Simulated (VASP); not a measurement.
Given:

```yaml
crystal:
  lattice:
    - [2.06401, -3.57496, 0.00000]
    - [2.06401, 3.57496, 0.00000]
    - [0.00000, 0.00000, 6.99994]
  atoms:
    - { symbol: Mg, position: [0.00000, 0.00000, 0.00000] }
    - { symbol: I, position: [0.33333, 0.66667, 0.23826] }
    - { symbol: I, position: [0.66667, 0.33333, 0.76174] }
```

These are PBEsol GGA, VASP's PBE PAW potentials (set 64) (plane waves; VASP) values and carry that method's errors. Run with 400 eV cut-off, 8×8×4 Γ-centred mesh, Gaussian smearing of 0.010 eV, potentials Mg I.

Without a dispersion term in the relaxation, distances and binding between the weakly bound layers, chains or molecules are unreliable, and so is what depends on them.

Q: What does the run give for the energy per atom (σ→0)?

A: 
| Property | Value |
|---|---|
| energy per atom (σ→0) | -2.808 eV/atom |

The compound is MgI2 in the 1T layered structure. It was relaxed first.
